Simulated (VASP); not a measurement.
OSZICAR of a VASP run on TiZn3 (space group P1):

File OSZICAR:
```
       N       E                     dE             d eps       ncg     rms          rms(c)
DAV:   1     0.272384245889E+03    0.27238E+03   -0.17217E+04  3528   0.180E+03
DAV:   2     0.165748144229E+01   -0.27073E+03   -0.26526E+03  3544   0.394E+02
DAV:   3    -0.162924587118E+02   -0.17950E+02   -0.17588E+02  4272   0.114E+02
DAV:   4    -0.168756718992E+02   -0.58321E+00   -0.57870E+00  4584   0.164E+01
DAV:   5    -0.168874680997E+02   -0.11796E-01   -0.11791E-01  4000   0.213E+00    0.108E+01
DAV:   6    -0.155116657050E+02    0.13758E+01   -0.12896E+01  4248   0.318E+01    0.536E+00
DAV:   7    -0.151821045245E+02    0.32956E+00   -0.35638E+00  4280   0.140E+01    0.402E+00
DAV:   8    -0.150874195444E+02    0.94685E-01   -0.42434E-01  4340   0.658E+00    0.135E+00
DAV:   9    -0.150737227158E+02    0.13697E-01   -0.38755E-02  3892   0.146E+00    0.319E-01
DAV:  10    -0.150724555763E+02    0.12671E-02   -0.63395E-03  4184   0.698E-01    0.135E-01
DAV:  11    -0.150723959060E+02    0.59670E-04   -0.23572E-03  4468   0.429E-01    0.791E-02
DAV:  12    -0.150723133349E+02    0.82571E-04   -0.56535E-04  4296   0.287E-01    0.190E-02
DAV:  13    -0.150723148459E+02   -0.15110E-05   -0.15802E-05  4140   0.736E-02    0.119E-02
DAV:  14    -0.150723149993E+02   -0.15341E-06   -0.14581E-06  2132   0.250E-02
   1 F= -.15072315E+02 E0= -.14973605E+02  d E =-.197420E+00
```

**Question.** Which electronic solver shows in the log?

**Answer.** It is blocked Davidson (ALGO = Normal, or the opening steps of other solvers). The INCAR had ALGO = Normal.

**Question.** Can the final energy be trusted as converged?

**Answer.** Self-consistency was reached. It stopped with EDIFF = 1E-6, NELM = 100 (LDA (Ceperley-Alder, Perdew-Zunger), plane waves, VASP's LDA PAW potentials (set 64)).

The structure comes from a computed database's TiZn3 entry; how it stands against other phases isn't given here. The cell was not relaxed at this level, atoms are displaced from their ideal sites. The k-mesh is coarse (spacing up to 0.32 per Å, 2π included), so the numbers may not be converged in it. The run is one of a series of settings (GGA removed, POTCAR Ti_sv Zn (LDA.64 set) against the base run), some of them coarse on purpose.
